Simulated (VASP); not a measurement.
Consider the following.

```
CELL_PARAMETERS angstrom
      3.97569     0.00000     0.00000
      0.00000     3.97569     0.00000
      0.00000     0.00000     3.57213
ATOMIC_POSITIONS crystal
  Zn 0.50000 0.00000 0.04400
  Zn 0.00000 0.50000 0.95600
  O  0.00000 0.00000 0.00000
  O  0.50000 0.50000 0.00000
```

Calculation: r2SCAN meta-GGA with spin-orbit coupling, VASP's PBE PAW potentials (set 64) (plane waves; VASP 6.6.1). Numerical set-up: 520 eV cut-off, 5×5×6 Γ-centred mesh, Gaussian smearing of 0.050 eV, potentials Zn O.

Task: Predict the energy per atom (σ→0), band gap (over mesh and band path) with the smallest direct gap where there is one.

Result: 
The band gap (over mesh and band path) comes out as 0.10 eV. The smallest direct gap (over mesh and band path) is 1.78 eV and the energy per atom (σ→0) comes out as -8.647 eV/atom.

The structure was generated: ZnO was put into the litharge type (P4/nmm), which need not be its known phase. It was relaxed first, which changed the volume by +33 %.
